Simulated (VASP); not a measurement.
Data:

```
CELL_PARAMETERS angstrom
     -1.65000     1.65000     1.65000
      1.65000    -1.65000     1.65000
      1.65000     1.65000    -1.65000
ATOMIC_POSITIONS crystal
  Ta 0.00000 0.00000 0.00000
```

All values below come from PBE GGA, VASP's PBE PAW potentials (set 64) (plane waves; VASP). Run with 400 eV cut-off, 14×14×14 Γ-centred mesh, first-order Methfessel-Paxton smearing of 0.10 eV, potentials Ta_pv.

Question: The ions, cell shape and volume are relaxed. Predict the relaxed structure.

Answer: 
```
CELL_PARAMETERS angstrom
     -1.65973     1.65973     1.65973
      1.65973    -1.65973     1.65973
      1.65973     1.65973    -1.65973
ATOMIC_POSITIONS crystal
  Ta 0.00000 0.00000 0.00000
```
Space group Im-3m (229), at a tolerance of 0.03 Å.

Question: How do energy and volume change from the first to the last step?

Answer: The energy (σ→0) changes by -3.5 meV/atom and the volume by +1.8 %, in 3 ionic steps.

The compound is Ta in the bcc structure. This run relaxes it. Symmetry was kept, so distortions that lower it aren't found.
